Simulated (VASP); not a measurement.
These are LDA (Ceperley-Alder, Perdew-Zunger), VASP's LDA PAW potentials (set 64) (plane waves; VASP) values and carry that method's errors.

Input for VASP

**INCAR**
```
SYSTEM=MnI2
PREC=Accurate; ENCUT=300; LREAL=.FALSE.
LASPH=.TRUE.
EDIFF=1E-6; NELM=100; ALGO=Normal
LMAXMIX=4
ISMEAR=-1; SIGMA=0.05
ISPIN=2
ISIF=2
LWAVE=.FALSE.; LCHARG=.FALSE.; LORBIT=11
```

POSCAR:
```
MnI2
1
    4.1685800000     0.0000000000     0.0000000000
   -2.0842900000     3.6100960000     0.0000000000
    0.0000000000     0.0000000000     7.1462000000
Mn I
1 2
Direct
  0.0000000000   0.0000000000   0.0000000000
  0.3333330000   0.6666670000   0.2308900000
  0.6666670000   0.3333330000   0.7691100000
```

### KPOINTS
```
Automatic mesh
0
Gamma
5 5 3
0 0 0
```

POTCAR, in this order: Mn_pv I (LDA.64 set). Program: vasp_std. The INCAR's line for the spin-polarised start is left out here.

### Question
What will the output report for the number of irreducible k-points (NKPTS), largest plane-wave count, number of space-group operations, FFT grid (NGX, NGY, NGZ)?

### Answer

- number of irreducible k-points (NKPTS) = 12
- largest plane-wave count = 1278
- number of space-group operations = 12
- FFT grid (NGX, NGY, NGZ) = 24 × 24 × 40

The structure comes from a computed database's MnI2 entry (P-3m1); how it stands against other phases isn't given here. The cell was not relaxed at this level. The run is one of a series of settings (GGA removed, POTCAR Mn_pv I (LDA.64 set) against the base run), some of them coarse on purpose.
